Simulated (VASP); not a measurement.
# Native point defects of HfB2, part 2 of 2

Wanted: a map of the native defects of HfB2, all in one supercell and at one level. The start is a cell from a database of measured crystal structures.

VASP 6.6.1, plane waves and PAW; the level of theory is named at each step.

So far. Step 6 (The defect cell, 53 atoms, defect Hf vacancy): The 12 first neighbours (B) lie 2.48 Å from the site in the perfect crystal and 2.47 Å on average after the relaxation (-0.7 %).

## 7. Energies of this defect, 53 atoms, defect vacancy, element Hf

This step: point defect, LDA; plane waves and PAW (VASP 6.6.1).

Derived from the runs above.

Numbers from this step:

```
formation energy of the neutral defect : 5.552 eV
host formation enthalpy                : -1.112 eV/atom
```

Formation energy:

```
formation energy (eV)  largest move (Å)
                5.552           0.03127
```

E_f is E(defect cell) less E(perfect cell), corrected for the atoms exchanged with their references.

References, in eV an atom: B -7.463 (crystal R-3m) and Hf -10.749 (crystal P6_3/mmc). They were run at the supercell's cutoff and functional, without U, and count both elements from their own phases.

The formation energy is 5.552 eV, and the largest move of an atom 0.03 Å.

## 8. The defect cell, 53 atoms, defect B vacancy

This step: LDA; plane waves and PAW (Hf, B) (VASP 6.6.1).

System of this step: Hf18B35. The cell holds 53 atoms: 18 Hf and 35 B. Its edges and angles: a = 9.314 Å, b = 9.314 Å, c = 6.867 Å, α = 90.0°, β = 90.0°, γ = 120.0°. It derives from HfB2. Nearest the centre at fractional (0.222, 0.111, 0.250): B42 at 1.79 Å, B36 at 1.79 Å, B40 at 1.79 Å, Hf7 at 2.48 Å, Hf8 at 2.48 Å, Hf10 at 2.48 Å, Hf9 at 2.48 Å, Hf1 at 2.48 Å.

INCAR reads:

```
SYSTEM = Hf18B35
PREC = Normal
ENCUT = 320
EDIFF = 1E-05
NELM = 120
ISMEAR = 1
SIGMA = 0.2
LREAL = Auto
ALGO = Fast
GGA = CA
NBANDS = 128
LASPH = .TRUE.
LORBIT = 11
LWAVE = .FALSE.
LCHARG = .TRUE.
KPAR = 4
NCORE = 2
IBRION = 2
NSW = 50
ISIF = 2
EDIFFG = -0.03
POTIM = 0.4
MAXMIX = 40
ISYM = 2
```

POSCAR reads:

```
Hf18B35
1.0
    9.3136579155      0.0000000000      0.0000000000
   -4.6568289576      8.0658643569      0.0000000000
    0.0000000000      0.0000000000      6.8667089376
Hf B
18 35
Direct
    0.0000000000      0.0000000000      0.0000000000
    0.0000000000      0.0000000000      0.5000000000
    0.0000000000      0.3333333300      0.0000000000
    0.0000000000      0.3333333300      0.5000000000
    0.0000000000      0.6666666700      0.0000000000
    0.0000000000      0.6666666700      0.5000000000
    0.3333333300      0.0000000000      0.0000000000
    0.3333333300      0.0000000000      0.5000000000
    0.3333333300      0.3333333300      0.0000000000
    0.3333333300      0.3333333300      0.5000000000
    0.3333333300      0.6666666700      0.0000000000
    0.3333333300      0.6666666700      0.5000000000
    0.6666666700      0.0000000000      0.0000000000
    0.6666666700      0.0000000000      0.5000000000
    0.6666666700      0.3333333300      0.0000000000
    0.6666666700      0.3333333300      0.5000000000
    0.6666666700      0.6666666700      0.0000000000
    0.6666666700      0.6666666700      0.5000000000
    0.2222222200      0.1111111100      0.7500000000
    0.2222222200      0.4444444400      0.2500000000
    0.2222222200      0.4444444400      0.7500000000
    0.2222222200      0.7777777800      0.2500000000
    0.2222222200      0.7777777800      0.7500000000
    0.5555555600      0.1111111100      0.2500000000
    0.5555555600      0.1111111100      0.7500000000
    0.5555555600      0.4444444400      0.2500000000
    0.5555555600      0.4444444400      0.7500000000
    0.5555555600      0.7777777800      0.2500000000
    0.5555555600      0.7777777800      0.7500000000
    0.8888888900      0.1111111100      0.2500000000
    0.8888888900      0.1111111100      0.7500000000
    0.8888888900      0.4444444400      0.2500000000
    0.8888888900      0.4444444400      0.7500000000
    0.8888888900      0.7777777800      0.2500000000
    0.8888888900      0.7777777800      0.7500000000
    0.1111111100      0.2222222200      0.2500000000
    0.1111111100      0.2222222200      0.7500000000
    0.1111111100      0.5555555600      0.2500000000
    0.1111111100      0.5555555600      0.7500000000
    0.1111111100      0.8888888900      0.2500000000
    0.1111111100      0.8888888900      0.7500000000
    0.4444444400      0.2222222200      0.2500000000
    0.4444444400      0.2222222200      0.7500000000
    0.4444444400      0.5555555600      0.2500000000
    0.4444444400      0.5555555600      0.7500000000
    0.4444444400      0.8888888900      0.2500000000
    0.4444444400      0.8888888900      0.7500000000
    0.7777777800      0.2222222200      0.2500000000
    0.7777777800      0.2222222200      0.7500000000
    0.7777777800      0.5555555600      0.2500000000
    0.7777777800      0.5555555600      0.7500000000
    0.7777777800      0.8888888900      0.2500000000
    0.7777777800      0.8888888900      0.7500000000
```

KPOINTS reads:

```
Automatic mesh
0
Gamma
3 3 4
0 0 0
```

PAW data sets: Hf and B (LDA family, release 64).

On the command line:

```
> mpirun -np 8 vasp_std
```

Wall time 1.7 min (8 MPI ranks of Intel Xeon 6975P-C (Granite Rapids), shared host); peak memory 1.9 GiB.

This run has no spin polarisation. Its electron count is odd, so without a moment it is a metal by construction.

The steps of the relaxation:

```
step  energy less that of the first step (eV)  largest force (eV/Å)
   1                                   0.0000                0.7759
   2                                  -0.1104                0.3645
   3                                  -0.1183                0.2019
   4                                  -0.1334                0.0909
   5                                  -0.1351                0.0538
   6                                  -0.1368                0.0201
```

The atoms that moved most (Å):

```
atom      dx      dy      dz  length
 B42   0.053   0.031   0.000   0.062
 B40   0.000  -0.062   0.000   0.062
 B36  -0.053   0.031   0.000   0.062
 Hf1   0.011   0.007   0.022   0.026
 Hf7  -0.011   0.007   0.022   0.026
 Hf2   0.011   0.007  -0.022   0.026
 Hf8  -0.011   0.007  -0.022   0.026
 Hf9   0.000  -0.013   0.022   0.026
```

This step gave:

```yaml
electronic_cycles: 44
electrons: 177
free_energy_toten: -511.3549 eV
energy_at_zero_smearing: -511.3554 eV
fermi_energy: 7.863 eV
```

Valence density in the ab plane at fractional z = 0.250, through the centre, with atoms of B within 0.45 Å of it. It is the smooth field of the valence electrons, not physical close to the nuclei.

Ten even steps from '_' (0.09 e/Å³) to '@' (0.79 e/Å³), each cell a mean:
```
..::==++**==::......--**@@%%++::....::==##@@##==::..
--++##%%%%**--::::--**%%%%%%++--::::==##%%%%##==::::
**%%****@@##++++++##@@++##%%**++++**%%%%++%%%%++++++
@@@@%%@@@@@@%%%%%%@@@@%%@@@@%%%%%%@@@@%%%%@@@@%%%%@@
%%####%%@@%%**@@%%##**##%%@@####@@%%##**##%%@@**%%@@
====++**%%**####++----==##%%**##**==----++%%##**%%**
::::--**@@@@##==::..::--##@@@@**--::..::==%%@@%%++--
....--**@@%%++::....::==##@@##--......::++%%@@**--..
..::++%%@@##--......--**@@%%++::....::==##@@%%==::..
--++##%%%%**--::::--**%%%%%%++--::--==##%%%%##==::::
**%%##**@@##++++++##%%++##%%**++++**%%%%++%%%%**++++
@@@@%%@@@@@@%%%%%%@@@@%%@@@@%%%%%%@@@@%%%%@@@@%%%%%%
##****##@@%%##@@%%##**##%%@@####@@%%##**##%%@@**%%@@
==--==**%%**####++----==##%%**%%##==----++%%##**%%**
..::--**@@@@##==::..::--##@@@@##--::..::==%%@@%%++--
..::==##@@%%++::....::==##@@%%==::....::++%%%%**--..
..--**@@@@**--......--**@@@@**--::..::==##@@##==::..
==**%%##%%++::....::++%%##%%**==::--==##%%%%##==--::
##@@****##--..__..==##****@@##++++**%%%%++%%%%**++++
@@@@%%##==..____::==%%%%@@@@@@%%%%@@@@%%%%@@@@%%%%@@
##**++--..______..==**##%%@@####@@%%##**##%%@@**%%@@
==--::..________..::--==##%%**%%##==----++%%##**%%**
......__________....::--**@@@@**--::..::==%%@@%%++--
......::::::........::==##@@##--......::++%%%%++--..
```
Columns run along a (9.3 Å), rows up along b (9.3 Å). Atoms in or near the plane, at fractional coordinates: B at (0.22, 0.44), B at (0.22, 0.78), B at (0.56, 0.11), B at (0.56, 0.44), B at (0.56, 0.78), B at (0.89, 0.11), B at (0.89, 0.44), B at (0.89, 0.78), B at (0.11, 0.23), B at (0.11, 0.56), B at (0.11, 0.88), B at (0.45, 0.23), B at (0.44, 0.56), B at (0.44, 0.89) and more.

The run ended after 6 ionic steps, 0.137 eV below its first step, once the forces on the free atoms met EDIFFG = -0.03.

The 3 first neighbours (B) lie 1.79 Å from the site in the perfect crystal and 1.85 Å on average after the relaxation (+3.4 %).

## 9. Energies of this defect, 53 atoms, defect vacancy, element B

This step: point defect, LDA; plane waves and PAW (VASP 6.6.1).

This step runs nothing: it gathers the runs above.

Numbers from this step:

```
formation energy of the neutral defect : 3.356 eV
```

Formation energy:

```
formation energy (eV)  largest move (Å)
                3.356            0.0616
```

The formation energy is the energy of the relaxed defect cell less that of the perfect cell, with each removed atom booked to its reference and each added atom taken from it.

References, in eV an atom: B -7.463 (crystal R-3m) and Hf -10.749 (crystal P6_3/mmc). They were run at the supercell's cutoff and functional, without U, and count both elements from their own phases.

The formation energy is 3.356 eV, and the largest move of an atom 0.06 Å.

## 10. The defect cell, 54 atoms, defect Hf on the B site

This step: LDA; plane waves and PAW (Hf, B) (VASP 6.6.1).

System of this step: Hf19B35. The cell holds 54 atoms: 19 Hf and 35 B. Its edges and angles: a = 9.314 Å, b = 9.314 Å, c = 6.867 Å, α = 90.0°, β = 90.0°, γ = 120.0°. It derives from HfB2. Nearest the centre at fractional (0.222, 0.111, 0.250): Hf19 at 0.00 Å, B43 at 1.79 Å, B37 at 1.79 Å, B41 at 1.79 Å, Hf8 at 2.48 Å, Hf7 at 2.48 Å, Hf9 at 2.48 Å, Hf10 at 2.48 Å.

INCAR, as its differences from that of step 8:

```diff
@@ -1,2 +1,2 @@
-SYSTEM = Hf18B35
+SYSTEM = Hf19B35
 PREC = Normal
```

POSCAR, as its differences from that of step 8:

```diff
@@ -1,2 +1,2 @@
-Hf18B35
+Hf19B35
 1.0
@@ -6,3 +6,3 @@
 Hf B
-18 35
+19 35
 Direct
@@ -26,2 +26,3 @@
     0.6666666700      0.6666666700      0.5000000000
+    0.2222222200      0.1111111100      0.2500000000
     0.2222222200      0.1111111100      0.7500000000
```

KPOINTS is that of step 8.

On the command line:

```
> mpirun -np 8 vasp_std
```

Run time: 2.5 min. Hardware: 8 MPI ranks; peak memory 1.9 GiB.

Relaxation path:

```
step  energy less that of the first step (eV)  largest force (eV/Å)
   1                                   0.0000               11.7130
   2                                  -4.3374                4.6148
   3                                  -5.4035                0.9370
   4                                  -5.7036                0.1824
   5                                  -5.7043                0.1758
   6                                  -5.7182                0.0653
   7                                  -5.7187                0.0646
   8                                  -5.7195                0.0139
```

The atoms that moved most (Å):

```
atom      dx      dy      dz  length
 B43   0.261   0.150   0.000   0.301
 B37  -0.261   0.150   0.000   0.301
 B41   0.000  -0.301   0.000   0.301
 Hf7   0.071  -0.041  -0.059   0.100
 Hf8   0.071  -0.041   0.059   0.100
 Hf1  -0.071  -0.041  -0.059   0.100
 Hf2  -0.071  -0.041   0.059   0.100
Hf10   0.000   0.081   0.059   0.100
```

The run ended after 8 ionic steps, 5.720 eV below its first step, once the forces on the free atoms met EDIFFG = -0.03.

The 3 first neighbours (B) lie 1.79 Å from the site in the perfect crystal and 2.09 Å on average from the atom on it after the relaxation (+16.8 %).

## 11. This defect's formation energies, 54 atoms, defect substitution, element B

This step: point defect, LDA; plane waves and PAW (VASP 6.6.1).

This step runs nothing: it gathers the runs above.

Formation energy:

```
formation energy (eV)  largest move (Å)
                12.07            0.3009
```

E_f is E(defect cell) less E(perfect cell), corrected for the atoms exchanged with their references.

References, in eV an atom: B -7.463 (crystal R-3m) and Hf -10.749 (crystal P6_3/mmc). They were run at the supercell's cutoff and functional, without U, and count both elements from their own phases.

The formation energy is 12.072 eV, and the largest move of an atom 0.30 Å.

## 12. Relaxing the defect, 54 atoms, defect B on the Hf site

This step: LDA; plane waves and PAW (B, Hf) (VASP 6.6.1).

System of this step: Hf17B37. The cell holds 54 atoms: 37 B and 17 Hf. Cell: a = 9.314 Å, b = 9.314 Å, c = 6.867 Å, α = 90.0°, β = 90.0°, γ = 120.0°. It derives from HfB2. Nearest the centre at fractional (0.000, 0.000, 0.000): B1 at 0.00 Å, B14 at 2.48 Å, B15 at 2.48 Å, B24 at 2.48 Å, B25 at 2.48 Å, B20 at 2.48 Å, B18 at 2.48 Å, B21 at 2.48 Å.

INCAR, as its differences from that of step 10:

```diff
@@ -1,2 +1,2 @@
-SYSTEM = Hf19B35
+SYSTEM = Hf17B37
 PREC = Normal
```

POSCAR, as its differences from that of step 10:

```diff
@@ -1,2 +1,2 @@
-Hf19B35
+Hf17B37
 1.0
@@ -5,23 +5,6 @@
     0.0000000000      0.0000000000      6.8667089376
-Hf B
-19 35
+B Hf
+37 17
 Direct
     0.0000000000      0.0000000000      0.0000000000
-    0.0000000000      0.0000000000      0.5000000000
-    0.0000000000      0.3333333300      0.0000000000
-    0.0000000000      0.3333333300      0.5000000000
-    0.0000000000      0.6666666700      0.0000000000
-    0.0000000000      0.6666666700      0.5000000000
-    0.3333333300      0.0000000000      0.0000000000
-    0.3333333300      0.0000000000      0.5000000000
-    0.3333333300      0.3333333300      0.0000000000
-    0.3333333300      0.3333333300      0.5000000000
-    0.3333333300      0.6666666700      0.0000000000
-    0.3333333300      0.6666666700      0.5000000000
-    0.6666666700      0.0000000000      0.0000000000
-    0.6666666700      0.0000000000      0.5000000000
-    0.6666666700      0.3333333300      0.0000000000
-    0.6666666700      0.3333333300      0.5000000000
-    0.6666666700      0.6666666700      0.0000000000
-    0.6666666700      0.6666666700      0.5000000000
     0.2222222200      0.1111111100      0.2500000000
@@ -62 +45,18 @@
     0.7777777800      0.8888888900      0.7500000000
+    0.0000000000      0.0000000000      0.5000000000
+    0.0000000000      0.3333333300      0.0000000000
+    0.0000000000      0.3333333300      0.5000000000
+    0.0000000000      0.6666666700      0.0000000000
+    0.0000000000      0.6666666700      0.5000000000
+    0.3333333300      0.0000000000      0.0000000000
+    0.3333333300      0.0000000000      0.5000000000
+    0.3333333300      0.3333333300      0.0000000000
+    0.3333333300      0.3333333300      0.5000000000
+    0.3333333300      0.6666666700      0.0000000000
+    0.3333333300      0.6666666700      0.5000000000
+    0.6666666700      0.0000000000      0.0000000000
+    0.6666666700      0.0000000000      0.5000000000
+    0.6666666700      0.3333333300      0.0000000000
+    0.6666666700      0.3333333300      0.5000000000
+    0.6666666700      0.6666666700      0.0000000000
+    0.6666666700      0.6666666700      0.5000000000
```

KPOINTS is that of step 10.

PAW data sets: B and Hf (LDA family, release 64).

On the command line:

```
> mpirun -np 8 vasp_std
```

It took 1.7 min on 8 MPI ranks; peak memory 1.9 GiB; 11 min of CPU time.

Step by step:

```
step  energy less that of the first step (eV)  largest force (eV/Å)
   1                                   0.0000                0.6617
   2                                  -0.0943                0.2174
   3                                  -0.1086                0.0997
   4                                  -0.1159                0.0631
   5                                  -0.1175                0.0555
   6                                  -0.1197                0.0202
```

The atoms that moved most (Å):

```
atom      dx      dy      dz  length
Hf43  -0.042   0.000   0.000   0.042
Hf49   0.042   0.000   0.000   0.042
Hf39   0.021  -0.037   0.000   0.042
Hf45  -0.021  -0.037   0.000   0.042
Hf41  -0.021   0.037   0.000   0.042
Hf53   0.021   0.037   0.000   0.042
 B36   0.013   0.008   0.014   0.021
 B37   0.013   0.008  -0.014   0.021
```

The run ended after 6 ionic steps, 0.120 eV below its first step, once the forces on the free atoms met EDIFFG = -0.03.

The 12 first neighbours (B) lie 2.48 Å from the site in the perfect crystal and 2.48 Å on average from the atom on it after the relaxation (-0.0 %).

## 13. This defect's formation energies, 54 atoms, defect substitution, element Hf

This step: point defect, LDA; plane waves and PAW (VASP 6.6.1).

No new run; the numbers come from the runs before.

The formation energy is the energy of the relaxed defect cell less that of the perfect cell, with each removed atom booked to its reference and each added atom taken from it.

References, in eV an atom: B -7.463 (crystal R-3m) and Hf -10.749 (crystal P6_3/mmc). They were run at the supercell's cutoff and functional, without U, and count both elements from their own phases.

The formation energy is 9.245 eV, and the largest move of an atom 0.04 Å.

## 14. All defects in both limits

This step: native point defects, LDA; plane waves and PAW (VASP 6.6.1).

No new run; the numbers come from the runs before.

Neutral cells; the limits come from the host's formation enthalpy alone. Formation energies:

```
          defect  charge  formation energy, Hf-rich (eV)  formation energy, B-rich (eV)
      Hf vacancy       0                           5.552                          2.218
       B vacancy       0                           1.688                          3.356
Hf on the B site       0                            10.4                          15.41
B on the Hf site       0                           10.91                           5.91
```

## 15. Outcome

| Quantity | Value |
| --- | --- |
| host formation enthalpy | -1.11 eV/atom |

What this shows: In the Hf-rich limit the cheapest defect is the B vacancy, at 1.69 eV. In the B-rich limit the cheapest defect is the Hf vacancy, at 2.22 eV. The supercell of 54 atoms is small. Potential shifts are not applied, only the charges listed were run, and a negative energy means that the Fermi level can't reach that place or the limit lies outside the host's range, or that the host's structure gives way. Each defect was run on one site, no other kinds were tried, and all belong to one structure, the phase of space group P6/mmm. The limits are set by the pure elements; where other compounds of the two lie between, the true range is narrower and the order of defects can differ.

[Lines on the potential files, build, host, timing and source positions are cut from VASP's logs without a mark.]

[Logs are printed without paths, hosts, clocks, repeated set-up lines and the standing remarks that a program may print on its own settings, such as how far it seeks lower states.]

[Hosts, paths, dates, database ids (printed as entryN), source tags and the programs' standing remarks are cut or masked in the printed files.]

[In band tables of VASP the shares of atoms and orbitals are scaled to a sum of 1 inside the atoms' spheres.]

[Runs that stopped without an error message from VASP are left out.]
